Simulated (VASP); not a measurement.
# ZnCd2SeS2 (Imm2) in VASP: further runs

One crystal, ZnCd2SeS2, is run at these levels: PBE; tasks: equation of state.

All numbers are computed with VASP 6.6.1; they aren't measurements. Logs are shortened: lines on timing, memory, paths and dates and some standing lists are left out, and cuts for length are marked.

## 1. The structure

It takes space group Imm2 (No. 44, orthorhombic). Conventional cell: a = 4.142 Å, b = 12.374 Å, c = 5.899 Å, α = 90.00°, β = 90.00°, γ = 90.00°. Zn (site symmetry mm2) has 2 S at 2.36 Å and 2 Se at 2.50 Å as nearest neighbours. Cd (site symmetry m) is surrounded by 3 S at 2.57 Å and 1 Se at 2.68 Å. Around Se (site symmetry mm2) lie 2 Zn at 2.50 Å and 2 Cd at 2.68 Å. Around S (site symmetry m) lie 1 Zn at 2.36 Å and 3 Cd at 2.57 Å.

The cell was built by a generator and needn't be a form met in nature.

## 2. Equation of state, PBE, 25.19 Å³/atom

The input, INCAR:

```
ALGO = Normal ; EDIFF = 1E-6
EDIFFG = -0.02 ; ENCUT = 520
GGA = PE ; IBRION = 2
ISIF = 4 ; ISMEAR = 0
KPAR = 8 ; LASPH = T
LCHARG = F ; LREAL = F
LWAVE = F ; NELM = 100
NSW = 30 ; PREC = Accurate
SIGMA = 0.03
```

The input, KPOINTS:

```
k-points
0
Gamma
  8 8 8
```

The input, POSCAR:

```
ZnCd2SeS2
1.0
   -2.0709000000      6.1867700000      2.9496600000
    2.0709000000     -6.1867700000      2.9496600000
    2.0709000000      6.1867700000     -2.9496600000
Zn Cd Se S
1 2 1 2
Direct
    0.9844950000      0.9844950000      0.0000000000
    0.3388870000      0.0072890000      0.3315980000
    0.6756910000      0.0072890000      0.6684020000
    0.2224050000      0.7224050000      0.5000000000
    0.6051520000      0.7642610000      0.8408910000
    0.9233700000      0.7642610000      0.1591090000
```

Potentials or basis: VASP PAW PBE potentials, release 64 (Zn, Cd, Se, S).

Launch:

```bash
$ cat potpaw_PBE.64/Zn/POTCAR potpaw_PBE.64/Cd/POTCAR potpaw_PBE.64/Se/POTCAR potpaw_PBE.64/S/POTCAR > POTCAR
$ mpirun -np 8 vasp_std > vasp.out
```

OUTCAR:

```text
EDIFF = 1E-6
   EDIFFG = -0.02
   ENCUT = 520
   GGA = PE
   IBRION = 2
   ISIF = 4
   ISMEAR = 0
   LASPH = T
   LREAL = F
   NELM = 100
   NSW = 30
   PREC = Accurate

 ion  position               nearest neighbor table
   1  0.984  0.984  0.000-   5 2.36   6 2.36   4 2.50   4 2.50
   2  0.339  0.007  0.332-   5 2.57   5 2.57   6 2.57   4 2.68
   3  0.676  0.007  0.668-   6 2.57   6 2.57   5 2.57   4 2.68
   4  0.222  0.722  0.500-   1 2.50   1 2.50   2 2.68   3 2.68
   5  0.605  0.764  0.841-   1 2.36   2 2.57   2 2.57   3 2.57
   6  0.923  0.764  0.159-   1 2.36   3 2.57   3 2.57   2 2.57

  LATTYP: Found a body centered orthorhombic cell.
 ALAT       =     4.1418000000
 B/A-ratio  =     1.4243372447
 C/A-ratio  =     2.9874788739

  Lattice vectors:

 A1 = (  -2.0709000000,   6.1867700000,  -2.9496600000)
 A2 = (   2.0709000000,   6.1867700000,   2.9496600000)
 A3 = (   2.0709000000,  -6.1867700000,  -2.9496600000)

Analysis of symmetry for initial positions (statically):
=====================================================================
 Subroutine PRICEL returns:
 Original cell was already a primitive cell.

 Routine SETGRP: Setting up the symmetry group for a
 body centered orthorhombic supercell.

 Subroutine GETGRP returns: Found  4 space group operations
 (whereof  4 operations were pure point group operations)
 out of a pool of  8 trial point group operations.

The static configuration has the point symmetry C_2v.

Analysis of symmetry for dynamics (positions and initial velocities):
=====================================================================
 Subroutine PRICEL returns:
 Original cell was already a primitive cell.

 Routine SETGRP: Setting up the symmetry group for a
 body centered orthorhombic supercell.

 Subroutine GETGRP returns: Found  4 space group operations
 (whereof  4 operations were pure point group operations)
 out of a pool of  8 trial point group operations.

The dynamic configuration has the point symmetry C_2v.

 Subroutine INISYM returns: Found  4 space group operations
 (whereof  4 operations are pure point group operations),
 and found     1 'primitive' translations

----------------------------------------------------------------------------------------

                                     Primitive cell

  volume of cell :     151.1663

  direct lattice vectors                    reciprocal lattice vectors
    -2.070900000  6.186770000  2.949660000     0.000000000  0.080817616  0.169511062
     2.070900000 -6.186770000  2.949660000     0.241440919  0.000000000  0.169511062
     2.070900000  6.186770000 -2.949660000     0.241440919  0.080817616  0.000000000

  length of vectors
     7.159975137  7.159975137  7.159975137     0.187791073  0.295004606  0.254607943

  position of ions in fractional coordinates (direct lattice)
     0.984495000  0.984495000  0.000000000
     0.338887000  0.007289000  0.331598000
     0.675691000  0.007289000  0.668402000
     0.222405000  0.722405000  0.500000000
     0.605152000  0.764261000  0.840891000
     0.923370000  0.764261000  0.159109000

  ion indices of the primitive-cell ions
   primitive index   ion index
                 1           1
                 2           2
                 3           3
                 4           4
                 5           5
                 6           6

----------------------------------------------------------------------------------------

 KPOINTS: k-points

Automatic generation of k-mesh.
 Grid dimensions read from file:
 generate k-points for:    8    8    8

 Generating k-lattice:

  Cartesian coordinates                     Fractional coordinates (reciprocal lattice)
     0.000000000  0.010102202  0.021188883     0.125000000 -0.000000000  0.000000000
     0.030180115  0.000000000  0.021188883    -0.000000000  0.125000000  0.000000000
     0.030180115  0.010102202  0.000000000     0.000000000  0.000000000  0.125000000

  Length of vectors
     0.023473884  0.036875576  0.031825993

  Shift w.r.t. Gamma in fractional coordinates (k-lattice)
     0.000000000  0.000000000  0.000000000

 Subroutine IBZKPT returns following result:
 ===========================================

 Found     95 irreducible k-points:

 Following reciprocal coordinates:
            Coordinates               Weight
  0.000000  0.000000  0.000000      1.000000
  0.125000  0.000000  0.000000      4.000000
  0.250000  0.000000  0.000000      4.000000
  0.375000  0.000000 -0.000000      4.000000
  0.500000  0.000000  0.000000      2.000000
  0.000000  0.125000  0.000000      4.000000
[... 16 lines left out ...]
  0.125000  0.375000  0.000000      8.000000
  0.250000  0.375000  0.000000      8.000000
 [... further k-points ...]
   k-points           NKPTS =     95   k-points in BZ     NKDIM =     95   number of bands    NBANDS=     32
   number of dos      NEDOS =    301   number of ions     NIONS =      6
   total plane-waves  NPLWV = 157464
   dimension x,y,z NGX =    54 NGY =   54 NGZ =   54
   dimension x,y,z NGXF=   108 NGYF=  108 NGZF=  108
   ions per type =               1   2   1   2
   NGX,Y,Z   is equivalent  to a cutoff of  12.54, 12.54, 12.54 a.u.
   NGXF,Y,Z  is equivalent  to a cutoff of  25.08, 25.08, 25.08 a.u.
 SYSTEM =  unknown system
   PREC   = accura    normal or accurate (medium, high low for compatibility)
   ISTART =      0    job   : 0-new  1-cont  2-samecut
   ICHARG =      2    charge: 1-file 2-atom 10-const
   ISPIN  =      1    spin polarized calculation?
   LNONCOLLINEAR =      F non collinear calculations
   LSORBIT =      F    spin-orbit coupling
   LASPH  =      T    aspherical Exc in radial PAW
   ENCUT  =  520.0 eV  38.22 Ry    6.18 a.u.  13.31 13.31 13.31*2*pi/ulx,y,z
   NELM   =    100;   NELMIN=  2; NELMDL= -5     # of ELM steps
   EDIFF  = 0.1E-05   stopping-criterion for ELM
   LREAL  =      F    real-space projection
   EDIFFG = -.2E-01   stopping-criterion for IOM
   NSW    =     30    number of steps for IOM
   IBRION =      2    ionic relax: 0-MD 1-quasi-New 2-CG
   NFREE  =      1    steps in history (QN), initial steepest desc. (CG)
   ISIF   =      4    stress and relaxation
   ISYM   =      2    0-nonsym 1-usesym 2-fastsym
   POTIM  = 0.5000    time-step for ionic-motion
   TEBEG  =    0.0;   TEEND  =   0.0 temperature during run
   PSTRESS=    0.0 pullay stress
   NELECT =      54.0000    total number of electrons
   NUPDOWN=      -1.0000    fix difference up-down
   EMIN   =  10.00;   EMAX   =-10.00  energy-range for DOS
   EFERMI =   0.00;   METHOD = LEGACY
   ISMEAR =     0;   SIGMA  =   0.03  broadening in eV -4-tet -1-fermi 0-gaus
   EFERMI_NEDOS =   21; number of points for ismear=-14 and -15
   IALGO  =     38    algorithm
   IMIX   =      4    mixing-type and parameters
     AMIX     =   0.40;   BMIX     =  1.00
     AMIX_MAG =   1.60;   BMIX_MAG =  1.00
  volume/ion in A,a.u.               =      25.19       170.02
  Fermi-wavevector in a.u.,A,eV,Ry     =   1.161594  2.195095 18.358353  1.349301
  Thomas-Fermi vector in A             =   2.298164
   LORBIT       =      0    0 simple, 1 ext, 2 COOP (PROOUT), +10 PAW based schemes
   GGA     = PE    functional components
   LHFCALC =     F    Hartree Fock is set to
   AEXX    =    0.0000 exact exchange contribution
   IVDW    =     0    specifies the selected vdW correction
   LEPSILON=     F    determine dielectric tensor
   LRPA    =     F    only Hartree local field effects (RPA)
 conjugate gradient relaxation of ions
 non-spin polarized calculation
 Gauss-broadening in eV      SIGMA  =   0.03
  energy-cutoff  :      520.00
  volume of cell :      151.17
 maximum number of plane-waves:      4095
 NGX is ok and might be reduce to    54
   NGX = 27   NGY = 27   NGZ = 27

 number of electron      53.9999999 magnetization

 Free energy of the ion-electron system (eV)
  ---------------------------------------------------
  ext. energy  EPLUGINS =         0.00000000
  ---------------------------------------------------
  free energy    TOTEN  =       -18.38955636 eV

  energy without entropy =      -18.38955636  energy(sigma->0) =      -18.38955636

 E-fermi :   1.2402     XC(G=0):  -9.0110

 val. band max:        1.0791770747   @ k =   0.0000   0.0000   0.0000
 cond. band min:       2.0954039181   @ k =   0.0000   0.0000   0.0000
 fundamental gap:      1.0162268434
 Fermi energy:         1.2402166504

 k-point     1 :       0.0000    0.0000    0.0000
  band No.  band energies     occupation
      1     -11.3712      2.00000
      2     -10.7389      2.00000
      3     -10.7046      2.00000
      4      -6.6096      2.00000
      5      -6.5736      2.00000
      6      -6.5713      2.00000
[... 24 lines left out ...]
     31       6.5559      0.00000
     32       7.0910      0.00000

 k-point     2 :       0.1250    0.0000    0.0000
  band No.  band energies     occupation
      1     -11.3441      2.00000
      2     -10.7569      2.00000
      3     -10.7146      2.00000
      4      -6.6050      2.00000
      5      -6.5763      2.00000
      6      -6.5639      2.00000
[... 24 lines left out ...]
     31       6.5248      0.00000
     32       6.9728      0.00000

 k-point     3 :       0.2500    0.0000    0.0000
  band No.  band energies     occupation
      1     -11.2693      2.00000
      2     -10.7957      2.00000
      3     -10.7528      2.00000
      4      -6.5913      2.00000
      5      -6.5717      2.00000
      6      -6.5488      2.00000
[... 24 lines left out ...]
     31       6.4166      0.00000
     32       6.8329      0.00000

 k-point     4 :       0.3750    0.0000   -0.0000
  band No.  band energies     occupation
      1     -11.1687      2.00000
      2     -10.8491      2.00000
      3     -10.8023      2.00000
      4      -6.5693      2.00000
      5      -6.5597      2.00000
      6      -6.5198      2.00000
[... 654 lines left out ...]
     31       6.5851      0.00000
     32       7.0359      0.00000

 k-point    23 :       0.1250    0.3750    0.0000
  band No.  band energies     occupation
      1     -10.9137      2.00000
      2     -10.7612      2.00000
      3     -10.7313      2.00000
      4      -6.5263      2.00000
      5      -6.5110      2.00000
      6      -6.4290      2.00000
[... 24 lines left out ...]
     31       6.6567      0.00000
     32       6.9306      0.00000

 k-point    24 :       0.2500    0.3750    0.0000
  band No.  band energies     occupation
      1     -10.8951      2.00000
      2     -10.7833      2.00000
      3     -10.7290      2.00000
      4      -6.5154      2.00000
      5      -6.5081      2.00000
      6      -6.4306      2.00000
[... 24 lines left out ...]
     31       6.1672      0.00000
     32       6.7668      0.00000

 [... further k-points ...]
[... 5 lines left out ...]
  --------------------------------------------------------------------------------------
  -------------------------------------------------------------------------------------
  Total        0.0313557      0.0153100      0.0094677      0.0000000      0.0000000      0.0000000
  in kB        0.3323317      0.1622676      0.1003457      0.0000000      0.0000000      0.0000000
  external PRESSURE =       0.1983150 kB  Pullay stress =       0.0000000 kB

 VOLUME and BASIS-vectors are now :
 -----------------------------------------------------------------------------
  energy-cutoff  :      520.00
  volume of cell :      151.17
      direct lattice vectors                 reciprocal lattice vectors
    -2.070900000  6.186770000  2.949660000     0.000000000  0.080817616  0.169511062
     2.070900000 -6.186770000  2.949660000     0.241440919  0.000000000  0.169511062
     2.070900000  6.186770000 -2.949660000     0.241440919  0.080817616  0.000000000

 POSITION                                       TOTAL-FORCE (eV/Angst)
 -----------------------------------------------------------------------------------
      0.00000      0.00000      5.80785        -0.000000      0.000000     -0.004754
      0.00000      4.10304      0.04300        -0.000000      0.009604      0.002230
      0.00000      8.27050      0.04300        -0.000000     -0.009604      0.002230
      2.07090     -0.00000      1.31204         0.000000      0.000000      0.004975
      2.07090      4.21803      1.55896         0.000000      0.003554     -0.002340
     -0.00000      1.96874      4.50862         0.000000     -0.003554     -0.002340
 -----------------------------------------------------------------------------------
    total drift:                                0.000005      0.000011     -0.001126

  FREE ENERGIE OF THE ION-ELECTRON SYSTEM (eV)
  ---------------------------------------------------
  free  energy   TOTEN  =       -18.3895563558 eV

  energy  without entropy=      -18.3895563558  energy(sigma->0) =      -18.38955636

 reached required accuracy - stopping structural energy minimisation
```

It took 1.8 min on 8 MPI ranks of Intel Xeon Platinum 8488C (Sapphire Rapids), shared host; peak memory 0.72 GiB.

Results:

```
Free energy            : -18.3896 eV
Pressure               : 0.0 GPa
Largest force          : 0.010 eV/Å
Band gap on the k mesh : 1.02 eV, direct
```

## 3. Equation of state, PBE, 24.44 Å³/atom (volume scaled by 0.97)

INCAR is that of step 2.

KPOINTS is that of step 2.

POSCAR: that of step 2 with these lines changed.

```diff
@@ -2,5 +2,5 @@
 1.0
-   -2.0709000000      6.1867700000      2.9496600000
-    2.0709000000     -6.1867700000      2.9496600000
-    2.0709000000      6.1867700000     -2.9496600000
+   -2.0499803879      6.1242731008      2.9198634174
+    2.0499803879     -6.1242731008      2.9198634174
+    2.0499803879      6.1242731008     -2.9198634174
 Zn Cd Se S
```

Potentials or basis: VASP PAW PBE potentials, release 64 (Zn, Cd, Se, S).

Launch:

```bash
$ cat potpaw_PBE.64/Zn/POTCAR potpaw_PBE.64/Cd/POTCAR potpaw_PBE.64/Se/POTCAR potpaw_PBE.64/S/POTCAR > POTCAR
$ mpirun -np 8 vasp_std > vasp.out
```

Wall time 2 min (8 MPI ranks of Intel Xeon Platinum 8488C (Sapphire Rapids), shared host); peak memory 0.71 GiB.

Results (log left out):

```yaml
Free_energy: -18.3638 eV
Pressure: 1.8 GPa
Largest_force: 0.015 eV/Å
Band_gap_on_the_k_mesh: 1.10 eV, direct
```

## 4. Equation of state, PBE, 25.95 Å³/atom (volume scaled by 1.03)

INCAR is that of step 3.

KPOINTS is that of step 3.

POSCAR: that of step 3 with these lines changed.

```diff
@@ -2,5 +2,5 @@
 1.0
-   -2.0499803879      6.1242731008      2.9198634174
-    2.0499803879     -6.1242731008      2.9198634174
-    2.0499803879      6.1242731008     -2.9198634174
+   -2.0914052940      6.2480291325      2.9788664539
+    2.0914052940     -6.2480291325      2.9788664539
+    2.0914052940      6.2480291325     -2.9788664539
 Zn Cd Se S
```

Launch:

```bash
$ cat potpaw_PBE.64/Zn/POTCAR potpaw_PBE.64/Cd/POTCAR potpaw_PBE.64/Se/POTCAR potpaw_PBE.64/S/POTCAR > POTCAR
$ mpirun -np 8 vasp_std > vasp.out
```

It took 4.3 min on 8 MPI ranks of Intel Xeon Platinum 8488C (Sapphire Rapids), shared host; peak memory 0.76 GiB.

Results (log left out):

```yaml
Free_energy: -18.3688 eV
Pressure: -1.5 GPa
Largest_force: 0.013 eV/Å
Band_gap_on_the_k_mesh: 0.94 eV, direct
```

## 5. Equation of state, PBE, 23.68 Å³/atom (volume scaled by 0.94)

INCAR is that of step 4.

KPOINTS is that of step 4.

POSCAR: that of step 4 with these lines changed.

```diff
@@ -2,5 +2,5 @@
 1.0
-   -2.0914052940      6.2480291325      2.9788664539
-    2.0914052940     -6.2480291325      2.9788664539
-    2.0914052940      6.2480291325     -2.9788664539
+   -2.0286248725      6.0604739498      2.8894459614
+    2.0286248725     -6.0604739498      2.8894459614
+    2.0286248725      6.0604739498     -2.8894459614
 Zn Cd Se S
```

Launch:

```bash
$ cat potpaw_PBE.64/Zn/POTCAR potpaw_PBE.64/Cd/POTCAR potpaw_PBE.64/Se/POTCAR potpaw_PBE.64/S/POTCAR > POTCAR
$ mpirun -np 8 vasp_std > vasp.out
```

It took 3.8 min on 8 MPI ranks of Intel Xeon Platinum 8488C (Sapphire Rapids), shared host; peak memory 0.74 GiB.

It converged, with:

```yaml
Free_energy: -18.2829 eV
Pressure: 3.9 GPa
Largest_force: 0.017 eV/Å
Band_gap_on_the_k_mesh: 1.19 eV, direct
```

## 6. Equation of state, PBE, 26.71 Å³/atom (volume scaled by 1.06)

INCAR is that of step 5.

KPOINTS is that of step 5.

POSCAR: that of step 5 with these lines changed.

```diff
@@ -2,5 +2,5 @@
 1.0
-   -2.0286248725      6.0604739498      2.8894459614
-    2.0286248725     -6.0604739498      2.8894459614
-    2.0286248725      6.0604739498     -2.8894459614
+   -2.1115161940      6.3081100214      3.0075111578
+    2.1115161940     -6.3081100214      3.0075111578
+    2.1115161940      6.3081100214     -3.0075111578
 Zn Cd Se S
```

Potentials or basis: VASP PAW PBE potentials, release 64 (Zn, Cd, Se, S).

Launch:

```bash
$ cat potpaw_PBE.64/Zn/POTCAR potpaw_PBE.64/Cd/POTCAR potpaw_PBE.64/Se/POTCAR potpaw_PBE.64/S/POTCAR > POTCAR
$ mpirun -np 8 vasp_std > vasp.out
```

Wall time 5.1 min (8 MPI ranks of Intel Xeon Platinum 8488C (Sapphire Rapids), shared host); peak memory 0.79 GiB.

Results (log left out):

| Item | Value |
| --- | --- |
| Free energy | -18.3086 eV |
| Pressure | -2.8 GPa |
| Largest force | 0.012 eV/Å |
| Band gap on the k mesh | 0.86 eV, direct |
